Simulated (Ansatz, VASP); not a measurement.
Two plane-wave programs on Ge2Te3O

```
Ge Te O
1.0
     6.23259    0.00000    0.00000
    -3.11630    5.39758    0.00000
     0.00000    0.00000    6.70796
Ge Te O
2 3 1
Direct
  0.00000 0.00000 0.76771
  0.00000 0.00000 0.23229
  0.50000 0.00000 0.00000
  0.00000 0.50000 0.00000
  0.50000 0.50000 0.00000
  0.00000 0.00000 0.50000
```

Alike in both runs: functional PBE; k mesh 6 × 6 × 2; occupations gaussian, width 0.1 eV; no spin polarisation.

Ansatz relaxed the structure, and its values are those at the end. VASP's run is a single point on that final structure, the one shown.

|  | VASP | Ansatz |
| --- | --- | --- |
| version | VASP 6.6.1 | Ansatz 0.2.0 |
| potentials or method | VASP PAW PBE potentials, release 64 (Ge_d, Te, O) | scalar-relativistic, plane waves, PAW |
| plane-wave cutoff (eV) | 520 | 420 |
| valence electrons in the cell | 52 | 82 |

|  | VASP | Ansatz | Ansatz less VASP |
| --- | --- | --- | --- |
| gap on the k mesh at the Fermi level (eV) | none | none | - |
| pressure (GPa) | -0.4 | -0.3 | +0.05 |

A gap of «none» marks a metal or a gap that the smearing closes. The two sets of potentials don't hold the same shells in valence.

Caveats: the k mesh is coarse (spacing up to 0.47 Å⁻¹), so the values aren't converged. Spin-orbit coupling is left out, which matters for the levels of Te.
